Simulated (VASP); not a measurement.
Input of a VASP 6.6.1 run:

File INCAR:

```
ALGO = Fast
EDIFF = 1E-7
ENCUT = 520
GGA = PE
ISIF = 2
ISMEAR = -1
LASPH = True
LCHARG = False
LREAL = False
LWAVE = False
NBANDS = 26
NELM = 100
PREC = Accurate
SIGMA = 0.02
```

Contents of KPOINTS:

```
k-points
0
Gamma
  4 4 4
```

The input POSCAR:

```
TlAgS2
1.0
    4.1384416178      0.0000000000      0.0000000000
    0.0000000000      4.1384416178      0.0000000000
    0.0000000000      0.0000000000      6.0023381934
Ag S Tl
1 2 1
Direct
    0.0000000000      0.0000000000      0.0000000000
    0.0000000000      0.5000000000      0.2445828520
    0.5000000000      0.0000000000      0.7554171480
    0.5000000000      0.5000000000      0.5000000000
```

Potentials or basis: VASP PAW PBE potentials, release 64 (Ag, S, Tl_d).

The run is started by

```sh
$ cat potpaw_PBE.64/Ag/POTCAR potpaw_PBE.64/S/POTCAR potpaw_PBE.64/Tl_d/POTCAR > POTCAR
$ mpirun -np 1 vasp_std > vasp.out
```

Estimate the band gap on the k mesh.

none (metal or under the smearing width).

Estimate the pressure.

1.6 GPa.

Stress tensor (GPa, compression positive):
```
1.66 0.00 0.00
0.00 1.66 0.00
0.00 0.00 1.46
```

Caveat: the k mesh is coarse (spacing up to 0.38 Å⁻¹), so the values aren't converged. Spin-orbit coupling is left out, which matters for the levels of Tl.
